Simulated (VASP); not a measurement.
Here is the system:

```
Sb
1.0
    3.88188    -2.13922    -0.01540
    3.88188     2.13922    -0.01540
    2.71695     0.00000     3.50195
Sb
2
Direct
  0.23441   0.23441   0.23441
  0.76559   0.76559   0.76559
```

These are optB86b-vdW, VASP's PBE PAW potentials (set 64) (plane waves; VASP) values and carry that method's errors. Settings: 520 eV cut-off, 7×7×7 Γ-centred mesh, Gaussian smearing of 0.050 eV, potentials Sb.

Task: The ions and cell shape at fixed volume are relaxed. Predict the relaxed structure.

Result: 
```
Sb
1.0
    3.83904    -2.15325    -0.03812
    3.83904     2.15325    -0.03812
    2.66647     0.00000     3.50230
Sb
2
Direct
  0.23731   0.23731   0.23731
  0.76269   0.76269   0.76269
```
Space group R-3m (166), at a tolerance of 0.03 Å.

Task: How much energy does the relaxation gain?

Result: The energy (σ→0) changes by -5.3 meV/atom, in 6 ionic steps.

The compound is Sb in the a7 structure. This cell is one point of a volume scan, at 0.94 of the reference volume. Symmetry was kept, so distortions that lower it aren't found.
